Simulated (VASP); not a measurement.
Calculation: LDA (Ceperley-Alder, Perdew-Zunger), VASP's LDA PAW potentials (set 64) (plane waves; VASP).

A VASP calculation is set up with these files.

**KPOINTS**
```
Automatic mesh
0
Gamma
15 15 8
0 0 0
```

INCAR:
```
EDIFF = 1E-6   # SCF stop (eV)
NSW = 40   # most ionic steps
ISIF = 3   # ions, shape and volume
NELM = 100   # most electronic steps
EDIFFG = -0.02   # ionic stop
LREAL = .False.
SIGMA = 0.1   # width (eV)
ISMEAR = 1
ALGO = Normal   # blocked Davidson
LASPH = .True.
SYSTEM = Ti
LMAXMIX = 4   # l cut-off of mixed one-centre charges
LWAVE = .False.
IBRION = 2   # conjugate gradients
ENCUT = 500   # plane-wave cut-off (eV)
PREC = Accurate
LCHARG = .False.
```

POSCAR:
```
Ti
1
    1.4248852314    -2.4679736686     0.0000000000
    1.4248852314     2.4679736686    -0.0000000000
   -0.0000000000    -0.0000000000     4.5444523290
Ti
2
Direct
  0.3333330000   0.6666670000   0.2500000000
  0.6666670000   0.3333330000   0.7500000000
```

POTCAR, in this order: Ti_sv (LDA.64 set). Program: vasp_std.

What VASP printed:

File OUTCAR:
```
 ion  position               nearest neighbor table
   1  0.333  0.667  0.250-   2 2.81   2 2.81   2 2.81   2 2.81   2 2.81   2 2.81
   2  0.667  0.333  0.750-   1 2.81   1 2.81   1 2.81   1 2.81   1 2.81   1 2.81
  LATTYP: Found a hexagonal cell.
 ALAT       =     2.8497705086
 C/A-ratio  =     1.5946730852
 Subroutine PRICEL returns:
 Original cell was already a primitive cell.
 Subroutine GETGRP returns: Found 24 space group operations
The static configuration has the point symmetry D_3d.
 The point group associated with its full space group is D_6h.
The dynamic configuration has the point symmetry D_3d.
 Subroutine INISYM returns: Found 24 space group operations
 Subroutine IBZKPT returns following result:
 Found    135 irreducible k-points:

 Following reciprocal coordinates:
            Coordinates               Weight
  0.000000  0.000000  0.000000      1.000000
  0.066667  0.000000  0.000000      6.000000
  0.133333  0.000000  0.000000      6.000000
  0.200000  0.000000  0.000000      6.000000
  0.266667  0.000000  0.000000      6.000000
  0.333333  0.000000  0.000000      6.000000
  0.400000  0.000000  0.000000      6.000000
  0.466667  0.000000  0.000000      6.000000
  0.066667  0.066667  0.000000      6.000000
  0.133333  0.066667  0.000000     12.000000
  0.200000  0.066667  0.000000     12.000000
  0.266667  0.066667  0.000000     12.000000
  0.333333  0.066667  0.000000     12.000000
  0.400000  0.066667  0.000000     12.000000
  0.466667  0.066667  0.000000      6.000000
  0.133333  0.133333  0.000000      6.000000
  0.200000  0.133333  0.000000     12.000000
  0.266667  0.133333  0.000000     12.000000
  0.333333  0.133333  0.000000     12.000000
  0.400000  0.133333  0.000000     12.000000
  0.200000  0.200000  0.000000      6.000000
  0.266667  0.200000  0.000000     12.000000
  0.333333  0.200000  0.000000     12.000000
  0.400000  0.200000  0.000000      6.000000
  0.266667  0.266667  0.000000      6.000000
  0.333333  0.266667  0.000000     12.000000
  0.333333  0.333333  0.000000      2.000000
  0.000000  0.000000  0.125000      2.000000
  0.066667  0.000000  0.125000     12.000000
  0.133333  0.000000  0.125000     12.000000
  0.200000  0.000000  0.125000     12.000000
  0.266667  0.000000  0.125000     12.000000
  0.333333  0.000000  0.125000     12.000000
  0.400000  0.000000  0.125000     12.000000
  0.466667  0.000000  0.125000     12.000000
  0.066667  0.066667  0.125000     12.000000
  0.133333  0.066667  0.125000     24.000000
  0.200000  0.066667  0.125000     24.000000
  0.266667  0.066667  0.125000     24.000000
  0.333333  0.066667  0.125000     24.000000
   k-points           NKPTS =    135   k-points in BZ     NKDIM =    135   number of bands    NBANDS=     16
   number of dos      NEDOS =    301   number of ions     NIONS =      2
   total plane-waves  NPLWV =  20736
   dimension x,y,z NGX =    24 NGY =   24 NGZ =   36
   dimension x,y,z NGXF=    48 NGYF=   48 NGZF=   72
   ions per type =               2
   PREC   = accura    normal or accurate (medium, high low for compatibility)
   ISTART =      0    job   : 0-new  1-cont  2-samecut
   ICHARG =      2    charge: 1-file 2-atom 10-const
   ISPIN  =      1    spin polarized calculation?
   LNONCOLLINEAR =      F non collinear calculations
   LSORBIT =      F    spin-orbit coupling
   INIWAV =      1    electr: 0-lowe 1-rand  2-diag
   ENCUT  =  500.0 eV  36.75 Ry    6.06 a.u.   5.20  5.20  8.29*2*pi/ulx,y,z
   NELM   =    100;   NELMIN=  2; NELMDL= -5     # of ELM steps
   EDIFF  = 0.1E-05   stopping-criterion for ELM
   LREAL  =      F    real-space projection
...
```

OSZICAR:
```
       N       E                     dE             d eps       ncg     rms          rms(c)
DAV:   1     0.243898841841E+03    0.24390E+03   -0.13388E+04  4320   0.184E+03
DAV:   2     0.908245348544E+01   -0.23482E+03   -0.23340E+03  4456   0.491E+02
DAV:   3    -0.179153528827E+02   -0.26998E+02   -0.26759E+02  8448   0.134E+02
DAV:   4    -0.189390448328E+02   -0.10237E+01   -0.10236E+01  4456   0.280E+01
DAV:   5    -0.189917780170E+02   -0.52733E-01   -0.52731E-01  7112   0.441E+00    0.126E+01
DAV:   6    -0.171002745709E+02    0.18915E+01   -0.68292E+00  5144   0.307E+01    0.340E+00
DAV:   7    -0.170786568052E+02    0.21618E-01   -0.78182E-01  6456   0.734E+00    0.204E+00
DAV:   8    -0.171070819925E+02   -0.28425E-01   -0.23748E-01  5008   0.678E+00    0.733E-01
DAV:   9    -0.170978272323E+02    0.92548E-02   -0.51674E-02  5104   0.283E+00    0.861E-02
DAV:  10    -0.170982423702E+02   -0.41514E-03   -0.29584E-03  6760   0.426E-01    0.918E-02
DAV:  11    -0.170982503651E+02   -0.79950E-05   -0.20063E-04  5704   0.147E-01    0.351E-02
DAV:  12    -0.170982395281E+02    0.10837E-04   -0.44646E-05  5392   0.670E-02    0.987E-04
DAV:  13    -0.170982398197E+02   -0.29158E-06   -0.10428E-06  3504   0.103E-02
   1 F= -.17098240E+02 E0= -.17098401E+02  d E =-.170982E+02
       N       E                     dE             d eps       ncg     rms          rms(c)
DAV:   1    -0.171351892981E+02   -0.36950E-01   -0.99046E-01  6208   0.147E+01    0.164E+00
DAV:   2    -0.170992864609E+02    0.35903E-01   -0.14654E-01  5928   0.488E+00    0.477E-01
DAV:   3    -0.170972736197E+02    0.20128E-02   -0.28780E-02  6552   0.129E+00    0.179E-01
DAV:   4    -0.170981027256E+02   -0.82911E-03   -0.34172E-03  5712   0.545E-01    0.732E-02
DAV:   5    -0.170988345631E+02   -0.73184E-03   -0.22617E-03  6664   0.318E-01    0.948E-02
DAV:   6    -0.170989027395E+02   -0.68176E-04   -0.37328E-04  5648   0.204E-01    0.202E-02
DAV:   7    -0.170989080712E+02   -0.53317E-05   -0.68321E-05  5280   0.726E-02    0.133E-02
DAV:   8    -0.170989105643E+02   -0.24931E-05   -0.85807E-06  4584   0.293E-02    0.205E-03
DAV:   9    -0.170989106902E+02   -0.12593E-06   -0.73018E-07  3288   0.524E-03
   2 F= -.17098911E+02 E0= -.17099135E+02  d E =-.670870E-03
       N       E                     dE             d eps       ncg     rms          rms(c)
DAV:   1    -0.171015646121E+02   -0.26540E-02   -0.69947E-02  6272   0.389E+00    0.435E-01
DAV:   2    -0.170990415687E+02    0.25230E-02   -0.10079E-02  5912   0.128E+00    0.128E-01
DAV:   3    -0.170988920320E+02    0.14954E-03   -0.20369E-03  6544   0.344E-01    0.480E-02
DAV:   4    -0.170989496487E+02   -0.57617E-04   -0.24955E-04  5696   0.149E-01    0.185E-02
DAV:   5    -0.170989990232E+02   -0.49375E-04   -0.15892E-04  6664   0.865E-02    0.254E-02
DAV:   6    -0.170990036266E+02   -0.46034E-05   -0.27128E-05  5352   0.548E-02    0.539E-03
DAV:   7    -0.170990038644E+02   -0.23783E-06   -0.51980E-06  5184   0.205E-02
   3 F= -.17099004E+02 E0= -.17099210E+02  d E =-.764045E-03
       N       E                     dE             d eps       ncg     rms          rms(c)
DAV:   1    -0.171015778383E+02   -0.25742E-02   -0.12641E-01  4456   0.514E+00    0.355E-01
DAV:   2    -0.170999126342E+02    0.16652E-02   -0.78988E-03  4352   0.116E+00    0.179E-01
DAV:   3    -0.170993076910E+02    0.60494E-03   -0.29475E-03  6560   0.565E-01    0.552E-02
DAV:   4    -0.170993049400E+02    0.27510E-05   -0.24701E-04  4744   0.213E-01    0.270E-02
DAV:   5    -0.170993106940E+02   -0.57540E-05   -0.23538E-05  6880   0.456E-02    0.141E-02
DAV:   6    -0.170993115185E+02   -0.82450E-06   -0.69959E-06  5376   0.349E-02
   4 F= -.17099312E+02 E0= -.17099598E+02  d E =-.307654E-03
       N       E                     dE             d eps       ncg     rms          rms(c)
DAV:   1    -0.170998909045E+02   -0.58021E-03   -0.30556E-02  4464   0.253E+00    0.174E-01
DAV:   2    -0.170994902083E+02    0.40070E-03   -0.19104E-03  4344   0.572E-01    0.880E-02
DAV:   3    -0.170993436747E+02    0.14653E-03   -0.72479E-04  6560   0.282E-01    0.277E-02
DAV:   4    -0.170993428970E+02    0.77772E-06   -0.60269E-05  4744   0.105E-01    0.138E-02
DAV:   5    -0.170993443478E+02   -0.14508E-05   -0.54960E-06  5224   0.230E-02    0.693E-03
DAV:   6    -0.170993445571E+02   -0.20939E-06   -0.20568E-06  3536   0.202E-02
   5 F= -.17099345E+02 E0= -.17099662E+02  d E =-.340693E-03
```

OUTCAR:
```
------------------------ aborting loop because EDIFF is reached ----------------------------------------
  FORCE on cell =-STRESS in cart. coord.  units (eV):
  Direction    XX          YY          ZZ          XY          YZ          ZX
  --------------------------------------------------------------------------------------
  Total        0.0027959      0.0027959      0.0045257      0.0000000      0.0000000      0.0000000
  in kB        0.1394074      0.1394074      0.2256548      0.0000000      0.0000000      0.0000000
  external PRESSURE =       0.1681565 kB  Pullay stress =       0.0000000 kB
  volume of cell :       32.13
      direct lattice vectors                 reciprocal lattice vectors
     1.432263824 -2.480753767  0.000000000     0.349097695 -0.201551644 -0.000000000
     1.432263824  2.480753767 -0.000000000     0.349097695  0.201551644  0.000000000
     0.000000000 -0.000000000  4.521824966    -0.000000000  0.000000000  0.221149648
 POSITION                                       TOTAL-FORCE (eV/Angst)
 -----------------------------------------------------------------------------------
      1.43226      0.82692      1.13046         0.000000      0.000000     -0.000000
      1.43226     -0.82692      3.39137        -0.000000     -0.000000      0.000000
 -----------------------------------------------------------------------------------
    total drift:                               -0.000164      0.001047     -0.000019
  FREE ENERGIE OF THE ION-ELECTRON SYSTEM (eV)
  ---------------------------------------------------
  free  energy   TOTEN  =       -17.0993445571 eV

  energy  without entropy=      -17.1002960742  energy(sigma->0) =      -17.09966173

 reached required accuracy - stopping structural energy minimisation
```
(Selected blocks of OUTCAR.)

### CONTCAR
```
Ti
   1.00000000000000
     1.4322638243141026   -2.4807537672374700    0.0000000000000000
     1.4322638243141026    2.4807537672374700   -0.0000000000000000
     0.0000000000000000   -0.0000000000000000    4.5218249661035790
  Ti
     2
Direct
     0.3333330000000032    0.6666669999999968    0.2500000000000000
     0.6666669999999968    0.3333330000000032    0.7500000000000000
```

The compound is Ti in the hcp structure. This run relaxes it. Symmetry was kept, so distortions that lower it aren't found.
